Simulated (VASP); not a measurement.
The system is Ge.

```
CELL_PARAMETERS angstrom
0.00000 2.82891 2.82891
2.82891 0.00000 2.82891
2.82891 2.82891 0.00000
ATOMIC_POSITIONS crystal
Ge 0.00000 0.00000 0.00000
Ge 0.25000 0.25000 0.25000
```

- Program: VASP 6.6.1
- Task: relaxation of cell and atoms
- Functional: PBE
- Potentials or basis: VASP PAW PBE potentials, release 64 (Ge_d)
- Cutoff: 600 eV
- k mesh: 10 × 10 × 10
- Occupations: gaussian, width 0.03 eV
- Spin: no spin polarisation

At the start: pressure 3.5 GPa; volume 22.64 Å³/atom.

Problem. Where does the relaxation end?

Solution. Over 5 steps the energy falls by 13.4 meV/atom and the volume is 23.84 Å³/atom (+5.3 %); space group Fd-3m (No. 227, to 0.05 Å).

The path:
| step | energy change (eV) | largest force (eV/Å) | pressure (GPa) | volume (Å³) |
| --- | --- | --- | --- | --- |
| 1 | 0.0000 | 0.0000 | 3.54 | 45.28 |
| 2 | -0.0242 | 0.0000 | -1.11 | 48.64 |
| 3 | -0.0269 | 0.0000 | -0.27 | 47.78 |
| 4 | -0.0268 | 0.0000 | 0.23 | 47.60 |
| 5 | -0.0269 | 0.0000 | 0.01 | 47.68 |

Final structure:
```xyz
2
Lattice="0.0000 2.8781 2.8781 2.8781 0.0000 2.8781 2.8781 2.8781 0.0000" Properties=species:S:1:pos:R:3 pbc="T T T"
Ge    0.0000    0.0000    0.0000
Ge    1.4391    1.4391    1.4391
```
